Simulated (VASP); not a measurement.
Os (hcp) relaxed at rising pressure, in one space group throughout; other phases were not tried. The pressures are those reached. All values below come from PBE GGA, VASP's PBE PAW potentials (set 64) (plane waves; VASP).

| P (GPa) | V (Å³/atom) | k-mesh |
|---|---|---|
| -0.07 | 14.270 | 15×15×9 |
| 4.89 | 14.102 | 15×15×9 |
| 10.10 | 13.936 | 15×15×9 |
| 19.91 | 13.653 | 15×15×9 |
| 30.14 | 13.390 | 15×15×9 |

A change of mesh leaves a small step in the series.

Question: Fit an equation of state and predict the volume at 45.05 GPa.

Answer: Least squares on the third-order Birch-Murnaghan form, P = (3B0/2)(y⁷ − y⁵)[1 + (3/4)(B′ − 4)(y² − 1)] with y = (V0/V)^(1/3), gives V0 = 14.268 Å³/atom, B0 = 405 GPa and B′ = 5.0, and so 13.052 Å³/atom. The run gave 13.049 Å³/atom, -0.0 % from the fit.

Pressures at which the relaxation failed are left out.

The compound is Os in the hcp structure.
